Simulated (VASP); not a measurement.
Output of a VASP run:

OSZICAR:
```
       N       E                     dE             d eps       ncg     rms          rms(c)
DAV:   1    -0.332109593883E+02   -0.33211E+02   -0.99079E-05  1296   0.578E-02    0.134E-02
DAV:   2    -0.332109521971E+02    0.71912E-05   -0.25187E-05  1280   0.375E-02    0.710E-03
DAV:   3    -0.332109503482E+02    0.18489E-05   -0.56622E-06  1224   0.104E-02    0.456E-03
DAV:   4    -0.332109501913E+02    0.15689E-06   -0.21715E-06   864   0.570E-03
   1 F= -.33210950E+02 E0= -.33210950E+02  d E =-.727043E-17
```

File OUTCAR:
```
------------------------ aborting loop because EDIFF is reached ----------------------------------------
  FORCE on cell =-STRESS in cart. coord.  units (eV):
  Direction    XX          YY          ZZ          XY          YZ          ZX
  --------------------------------------------------------------------------------------
  Total        0.9742998     -5.0104698     -0.3076672      0.0000000      0.0000000      0.0000000
  in kB        2.5598769    -13.1645167     -0.8083652      0.0000000      0.0000000      0.0000000
  external PRESSURE =      -3.8043350 kB  Pullay stress =       0.0000000 kB
  volume of cell :      609.80
      direct lattice vectors                 reciprocal lattice vectors
     4.012122374  0.000000000  0.000000000     0.249244641  0.000000000  0.000000000
     0.000000000  5.673998053  0.000000000     0.000000000  0.176242570  0.000000000
     0.000000000  0.000000000 26.786795336     0.000000000  0.000000000  0.037331827
 POSITION                                       TOTAL-FORCE (eV/Angst)
 -----------------------------------------------------------------------------------
      0.00000      0.00000      8.68611         0.000000      0.000000     -0.000287
      2.00606      2.83700     10.16785         0.000000      0.000000      0.003601
      0.00000      0.00000     12.55419         0.000000      0.000000      0.008069
      2.00606      2.83700     14.23261         0.000000      0.000000     -0.008069
      0.00000      0.00000     16.61895         0.000000      0.000000     -0.003601
      2.00606      2.83700     18.10068         0.000000      0.000000      0.000287
      2.00606      0.00000     10.49681         0.000000      0.000000     -0.016709
      0.00000      2.83700      8.28623         0.000000      0.000000      0.004732
      2.00606      0.00000     14.48316         0.000000      0.000000      0.018346
      0.00000      2.83700     12.30364         0.000000      0.000000     -0.018346
      2.00606      0.00000     18.50057         0.000000      0.000000     -0.004732
      0.00000      2.83700     16.28998         0.000000      0.000000      0.016709
 -----------------------------------------------------------------------------------
    total drift:                               -0.000000      0.000000      0.000000
  FREE ENERGIE OF THE ION-ELECTRON SYSTEM (eV)
  ---------------------------------------------------
  free  energy   TOTEN  =       -33.2109501913 eV

  energy  without entropy=      -33.2109501913  energy(sigma->0) =      -33.21095019

 total charge

# of ion       s       p       d       tot
------------------------------------------
    1        0.233   0.147   9.343   9.723
    2        0.242   0.175   9.339   9.756
    3        0.242   0.172   9.336   9.749
    4        0.242   0.172   9.336   9.749
    5        0.242   0.175   9.339   9.756
    6        0.233   0.147   9.343   9.723
    7        1.610   3.171   0.036   4.817
    8        1.603   3.178   0.021   4.802
    9        1.610   3.171   0.031   4.811
   10        1.610   3.171   0.031   4.811
   11        1.603   3.178   0.021   4.802
   12        1.610   3.171   0.036   4.817
--------------------------------------------------
tot         11.080  20.025  56.210  87.315
```
(Selected blocks of OUTCAR.)

### POSCAR
```
AgBr(110) slab
1
    4.0121223742     0.0000000000     0.0000000000
    0.0000000000     5.6739980528     0.0000000000
    0.0000000000     0.0000000000    26.7867953363
Ag Br
6 6
Direct
  0.0000000000   0.0000000000   0.3242684329
  0.5000000000   0.5000000000   0.3795843192
  0.0000000000   0.0000000000   0.4686707015
  0.5000000000   0.5000000000   0.5313292985
  0.0000000000   0.0000000000   0.6204156808
  0.5000000000   0.5000000000   0.6757315671
  0.5000000000   0.0000000000   0.3918651168
  0.0000000000   0.5000000000   0.3093400409
  0.5000000000   0.0000000000   0.5406826437
  0.0000000000   0.5000000000   0.4593173563
  0.5000000000   0.0000000000   0.6906599591
  0.0000000000   0.5000000000   0.6081348832
```

Problem. Reconstruct the remaining input files.

Solution. Several could match; the one computed here: the input of the run itself, PBEsol GGA, plane waves, VASP's PBE PAW potentials (set 64).

**KPOINTS**
```
Automatic mesh
0
Gamma
5 4 1
0 0 0
```

### INCAR
```
SYSTEM = AgBr(110) slab
PREC = Normal
ENCUT = 400
EDIFF = 1E-6
NELM = 100
ALGO = Normal
LREAL = .FALSE.
LASPH = .TRUE.
ISMEAR = 0
SIGMA = 0.05
GGA = PS
LMAXMIX = 4
LWAVE = .FALSE.
LCHARG = .FALSE.
NELMIN = 4
LDIPOL = .TRUE.
IDIPOL = 3
DIPOL = 0.5 0.5 0.5
LVHAR = .TRUE.
LORBIT = 11
```

POTCAR, in this order: Ag Br (PBE.64 set). Program: vasp_std. Read from the step before: WAVECAR.

The cell is a thin slab with vacuum, built from AgBr (rock salt): (110) face.
